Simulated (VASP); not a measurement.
Here is the system:

```yaml
crystal:
  lattice:
    - [3.89491, 0.00000, 0.00000]
    - [0.00000, 3.81889, 0.00000]
    - [0.00000, 0.00000, 4.72915]
  atoms:
    - { symbol: Sn, position: [0.50000, 0.00000, 0.76200] }
    - { symbol: Sn, position: [0.00000, 0.50000, 0.23800] }
    - { symbol: O, position: [0.50000, 0.50000, 0.00000] }
    - { symbol: O, position: [0.00761, 0.00000, 0.00000] }
```

All values below come from PBE GGA, VASP's PBE PAW potentials (set 64) (plane waves; VASP 6.6.1). Settings: 520 eV cut-off, 5×5×4 Monkhorst-Pack mesh, Gaussian smearing of 0.050 eV, potentials Sn_d O.

Give the force on each atom (eV/Å).

```csv
atom,Fx,Fy,Fz
Sn1,0.068,0.000,-0.540
Sn2,0.025,0.000,0.532
O3,0.121,0.000,0.143
O4,-0.214,0.000,-0.136
```

Give the stress tensor in GPa (positive for a compressed cell).

```
 2.27   0.00  -0.20
 0.00   3.68   0.00
-0.20   0.00   4.46
```
The pressure is its mean diagonal, 3.47 GPa.

The compound is SnO in the litharge structure. The cell was not relaxed at this level. The run is one of a series of settings (KPOINTS 5×5×4 Monkhorst-Pack mesh against the base run), some of them coarse on purpose.
